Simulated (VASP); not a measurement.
Method: PBEsol GGA, VASP's PBE PAW potentials (set 64) (plane waves; VASP 6.6.1).

The input files of a VASP run:

### INCAR
```
SYSTEM = Pt3Ti
PREC = Accurate
ENCUT = 500
EDIFF = 1E-6
NELM = 100
ALGO = Normal
LREAL = .FALSE.
LASPH = .TRUE.
ISMEAR = 1
SIGMA = 0.1
GGA = PS
LMAXMIX = 6
LWAVE = .FALSE.
LCHARG = .FALSE.
IBRION = 2
ISIF = 3
NSW = 40
EDIFFG = -0.02
PSTRESS = 200
```

POSCAR:
```
Pt3Ti
1.0
  3.8161315331   0.0000000000   0.0000000000
  0.0000000000   3.8161315331   0.0000000000
  0.0000000000   0.0000000000   3.8161315331
Ti Pt
1 3
Cart
  0.0000000000   0.0000000000   0.0000000000
  0.0000000000   1.9080657666   1.9080657666
  1.9080657666   0.0000000000   1.9080657666
  1.9080657666   1.9080657666   0.0000000000
```

### KPOINTS
```
Automatic mesh
0
Gamma
8 8 8
0 0 0
```

POTCAR, in this order: Ti_sv Pt (PBE.64 set). Program: vasp_std.

The run wrote:

### OSZICAR
```
       N       E                     dE             d eps       ncg     rms          rms(c)
DAV:   1     0.382424599227E+03    0.38242E+03   -0.20882E+04  1750   0.178E+03
DAV:   2    -0.702090166527E+00   -0.38313E+03   -0.37591E+03  1871   0.454E+02
DAV:   3    -0.345218009861E+02   -0.33820E+02   -0.32726E+02  2529   0.114E+02
DAV:   4    -0.356494951501E+02   -0.11277E+01   -0.11225E+01  2038   0.216E+01
DAV:   5    -0.356883247182E+02   -0.38830E-01   -0.38761E-01  2515   0.392E+00    0.276E+01
DAV:   6    -0.335339017826E+02    0.21544E+01   -0.16158E+01  2496   0.320E+01    0.134E+01
DAV:   7    -0.336267277131E+02   -0.92826E-01   -0.23311E+01  2365   0.313E+01    0.118E+01
DAV:   8    -0.326751494751E+02    0.95158E+00   -0.19410E+00  2315   0.118E+01    0.477E+00
DAV:   9    -0.326278148056E+02    0.47335E-01   -0.24239E+00  2542   0.880E+00    0.305E+00
DAV:  10    -0.325384921383E+02    0.89323E-01   -0.61587E-01  2395   0.541E+00    0.381E-01
DAV:  11    -0.325414208707E+02   -0.29287E-02   -0.10756E-02  2324   0.871E-01    0.544E-01
DAV:  12    -0.325387355180E+02    0.26854E-02   -0.14483E-02  2370   0.776E-01    0.486E-02
DAV:  13    -0.325387475470E+02   -0.12029E-04   -0.26102E-04  2066   0.123E-01    0.426E-02
DAV:  14    -0.325387311362E+02    0.16411E-04   -0.19001E-04  2510   0.928E-02    0.156E-02
DAV:  15    -0.325387311345E+02    0.16216E-08   -0.30433E-06  1754   0.171E-02
   1 F= -.25601448E+02 E0= -.25601936E+02  d E =-.256014E+02
```

**OUTCAR**
```
------------------------ aborting loop because EDIFF is reached ----------------------------------------
  FORCE on cell =-STRESS in cart. coord.  units (eV):
  Direction    XX          YY          ZZ          XY          YZ          ZX
  --------------------------------------------------------------------------------------
  Total        6.9053848      6.9053848      6.9053848      0.0000000      0.0000000      0.0000000
  in kB      199.0803794    199.0803794    199.0803794      0.0000000      0.0000000      0.0000000
  external PRESSURE =      -0.9196206 kB  Pullay stress =     200.0000000 kB
  volume of cell :       55.57
      direct lattice vectors                 reciprocal lattice vectors
     3.816131533  0.000000000  0.000000000     0.262045475  0.000000000  0.000000000
     0.000000000  3.816131533  0.000000000     0.000000000  0.262045475  0.000000000
     0.000000000  0.000000000  3.816131533     0.000000000  0.000000000  0.262045475
 POSITION                                       TOTAL-FORCE (eV/Angst)
 -----------------------------------------------------------------------------------
      0.00000      0.00000      0.00000         0.000000      0.000000      0.000000
      0.00000      1.90807      1.90807         0.000000      0.000000      0.000000
      1.90807      0.00000      1.90807         0.000000      0.000000      0.000000
      1.90807      1.90807      0.00000         0.000000      0.000000      0.000000
 -----------------------------------------------------------------------------------
    total drift:                                0.000000      0.000000      0.000000
  FREE ENERGIE OF THE ION-ELECTRON SYSTEM (eV)
  ---------------------------------------------------
  free  energy   TOTEN  =       -32.5387311345 eV

  energy  without entropy=      -32.5401966001  energy(sigma->0) =      -32.53921962
  enthalpy is  TOTEN    =       -25.6014480072 eV   P V=        6.9372831274

 reached required accuracy - stopping structural energy minimisation
```
(Selected blocks of OUTCAR.)

The compound is Pt3Ti in the L1_2 structure. It was relaxed first under an external pressure of 20 GPa.
